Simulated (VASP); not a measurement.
Level of theory: PBE GGA, VASP's PBE PAW potentials (set 64) (plane waves; VASP 6.6.1).

Input for VASP

**KPOINTS**
```
Automatic mesh
0
Gamma
13 13 13
0 0 0
```

**INCAR**
```
! general
SYSTEM   =  HfN
PREC     =  Accurate
ENCUT    =  520
LREAL    =  .FALSE.
LASPH    =  .TRUE.

! electronic loop
EDIFF    =  1E-6
NELM     =  100
ALGO     =  Normal
LMAXMIX  =  6

! smearing
ISMEAR   =  1
SIGMA    =  0.1

! functional
GGA      =  PE

! ions
IBRION   =  2
NSW      =  60
ISIF     =  3
EDIFFG   =  -0.01

! output
LWAVE    =  .FALSE.
LCHARG   =  .FALSE.
```

POSCAR:
```
HfN
1
    0.0000000000     2.2671716822     2.2671716822
    2.2671716822     0.0000000000     2.2671716822
    2.2671716822     2.2671716822     0.0000000000
Hf N
1 1
Direct
  0.0000000000   0.0000000000   0.0000000000
  0.5000000000   0.5000000000   0.5000000000
```

POTCAR, in this order: Hf_pv N (PBE.64 set). Program: vasp_std.

### Question
What will the output report for the number of irreducible k-points (NKPTS), number of bands (NBANDS), largest plane-wave count, number of space-group operations, FFT grid (NGX, NGY, NGZ)?

### Answer

```
Property                                      Result
--------------------------------------  ------------
number of irreducible k-points (NKPTS)            84
number of bands (NBANDS)                          11
largest plane-wave count                         640
number of space-group operations                  48
FFT grid (NGX, NGY, NGZ)                24 × 24 × 24
```

The structure was generated: HfN was put into the rock salt type (Fm-3m), which need not be its known phase. It was relaxed first, which changed the volume by -38 %. The start is the result of an earlier pass. The electron count is odd and the run is not spin-polarised, which forces a metal.
